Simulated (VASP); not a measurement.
Given:

```yaml
crystal:
  lattice:
    - [1.57501, -2.72800, 0.00000]
    - [1.57501, 2.72800, 0.00000]
    - [0.00000, 0.00000, 5.03120]
  atoms:
    - { symbol: Mg, position: [0.33333, 0.66667, 0.25000] }
    - { symbol: Mg, position: [0.66667, 0.33333, 0.75000] }
```

Method: PBE GGA with D3 dispersion (Becke-Johnson damping), VASP's PBE PAW potentials (set 64) (plane waves; VASP). Numerical set-up: 520 eV cut-off, 12×12×7 Γ-centred mesh, first-order Methfessel-Paxton smearing of 0.10 eV, potentials Mg.

**Question.** Estimate the energy per atom (σ→0), band gap (on the k-mesh) with the smallest direct gap where there is one.

**Answer.** 
| Property | Value |
|---|---|
| band gap (on the k-mesh) | none (metal, semimetal or under 0.01 eV) |
| energy per atom (σ→0) | -1.800 eV/atom |

Only differences to runs with the same potentials and settings are physical.

The compound is Mg in the hcp structure. It was relaxed first, which changed the volume by -7 %. The start is the result of an earlier pass.
